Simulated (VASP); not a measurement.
Write the native input for VASP 6.6.1 that does the following.

| Quantity | Value |
| --- | --- |
| Task | single point |
| Functional | r2SCAN |
| Potentials or basis | VASP PAW PBE potentials, release 64 (Co, F, O) |
| Cutoff | 520 eV |
| k mesh | 7 × 7 × 7 |
| Occupations | fermi-dirac, width 0.1 eV |
| Spin | no spin polarisation |
| Dipole correction | no |
| Further INCAR settings | ALGO = Normal; EDIFF = 1e-07 |

The system is CoO3F.

```xyz
10
Lattice="4.5944 0.0000 0.0000 -2.2972 3.9789 0.0000 -2.2972 1.3263 5.0015" Properties=species:S:1:pos:R:3 pbc="T T T"
Co    0.0000    0.0000    0.0000
Co    0.0000    2.6526    2.5007
F    -2.2972    3.9789    3.7511
F     2.2972    1.3263    1.2504
O    -1.0273    3.9789    3.7511
O    -0.6349    1.0998    3.7511
O     1.6623    2.8791    3.7511
O     1.0273    1.3263    1.2504
O     0.6349    4.2054    1.2504
O    -1.6623    2.4261    1.2504
```

The cell was built by a generator and needn't be a form met in nature.

The input as run:

POSCAR

```
CoO3F
1.0
    4.5944164700      0.0000000000      0.0000000000
   -2.2972082300      3.9788831600      0.0000000000
   -2.2972082300      1.3262940500      5.0014912600
Co F O
2 2 6
Direct
    0.0000000000      0.0000000000      0.0000000000
    0.5000000000      0.5000000000      0.5000000000
    0.2500000000      0.7500000000      0.7500000000
    0.7500000000      0.2500000000      0.2500000000
    0.5264000000      0.7500000000      0.7500000000
    0.2500000000      0.0264000000      0.7500000000
    0.9736000000      0.4736000000      0.7500000000
    0.4736000000      0.2500000000      0.2500000000
    0.7500000000      0.9736000000      0.2500000000
    0.0264000000      0.5264000000      0.2500000000
```

INCAR.step1

```
SYSTEM = CoO3F
PREC = Accurate
ENCUT = 520
ISMEAR = -5
SIGMA = 0.1
LREAL = .False.
LASPH = .True.
NELM = 100
LMAXMIX = 4
GGA = PE
ALGO = Normal
EDIFF = 1E-4
LWAVE = .True.
LCHARG = .False.
```

INCAR.step2

```
SYSTEM = CoO3F
PREC = Accurate
ENCUT = 520
EDIFF = 1E-7
ISMEAR = -1
SIGMA = 0.1
LREAL = .False.
LASPH = .True.
NELM = 100
ALGO = Normal
ISIF = 2
LWAVE = .False.
LCHARG = .False.
LMAXMIX = 4
METAGGA = R2SCAN
LMIXTAU = .True.
LORBIT = 11
ISTART = 1
```

KPOINTS

```
regular mesh
0
Gamma
  7 7 7
  0 0 0
```

Potentials or basis: VASP PAW PBE potentials, release 64 (Co, F, O).

Run with:

```sh
$ cat potpaw_PBE.64/Co/POTCAR potpaw_PBE.64/F/POTCAR potpaw_PBE.64/O/POTCAR > POTCAR
$ cp INCAR.step1 INCAR
$ mpirun -np 1 vasp_std > vasp.out
$ cp INCAR.step2 INCAR
$ mpirun -np 1 vasp_std > vasp.out
```

Results of the run:

| Property | Result |
| --- | --- |
| Pressure | 67.2 GPa |
| Largest force | 18.330 eV/Å |
| Band gap on the k mesh | none (metal or under the smearing width) |
| Valence electrons inside the program's atomic spheres | Co 7.92; F 6.17; O 5.03 |

Caveat: a pressure of tens of GPa on the cell as given is suspect, and the run, the potentials or the cell itself is likely at fault; the PAW data sets were made with another functional, which shifts forces and pressure a little; the run has no spin polarisation, though such a crystal can be magnetic; semilocal functionals often make such compounds metallic where correlation or magnetic order opens a gap, which also shifts bond lengths.

Run time: 9.6 min on 1 thread of AMD EPYC 9R45 (Zen 5), on a shared host, peak memory 0.28 GiB.
